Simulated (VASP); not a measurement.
Consider the following.

```
CELL_PARAMETERS angstrom
      3.83256     0.00000     0.00000
      0.00000     3.83256     0.00000
      0.00000     0.00000     5.33901
ATOMIC_POSITIONS crystal
  Sn 0.50000 0.00000 0.78586
  Sn 0.00000 0.50000 0.21414
  O  0.50000 0.50000 0.00000
  O  0.00000 0.00000 0.00000
```

All values below come from RPBE GGA, VASP's PBE PAW potentials (set 64) (plane waves; VASP). Settings: 520 eV cut-off, 6×6×4 Γ-centred mesh, Gaussian smearing of 0.050 eV, potentials Sn_d O.

Without a dispersion term in the relaxation, distances and binding between the weakly bound layers, chains or molecules are unreliable, and so is what depends on them.

Task: The ions and cell shape at fixed volume are relaxed. Predict the relaxed structure.

Result: 
```
CELL_PARAMETERS angstrom
      3.89929     0.00000     0.00000
      0.00000     3.89929     0.00000
      0.00000     0.00000     5.15785
ATOMIC_POSITIONS crystal
  Sn 0.50000 0.00000 0.77377
  Sn 0.00000 0.50000 0.22623
  O  0.50000 0.50000 0.00000
  O  0.00000 0.00000 0.00000
```
Space group P4/nmm (129), at a tolerance of 0.03 Å.

Task: How much energy does the relaxation gain?

Result: The energy (σ→0) changes by -16.2 meV/atom, in 8 ionic steps.

| step | E(σ→0) (eV) | max force (eV/Å) | pressure (GPa) | volume (Å³) |
|---|---|---|---|---|
| 1 | -21.2014 | 0.886 | 5.03 | 78.42 |
| 2 | -21.2484 | 0.137 | 2.43 | 78.42 |
| 3 | -21.2507 | 0.068 | 1.74 | 78.42 |
| 4 | -21.2602 | 0.031 | 1.39 | 78.42 |
| 5 | -21.2654 | 0.003 | 0.99 | 78.42 |
| 6 | -21.2660 | 0.016 | 0.81 | 78.42 |
| 7 | -21.2660 | 0.018 | 0.79 | 78.42 |
| 8 | -21.2660 | 0.004 | 0.71 | 78.42 |

The compound is SnO in the litharge structure. This cell is one point of a volume scan, at 0.94 of the reference volume. Symmetry was kept, so distortions that lower it aren't found.
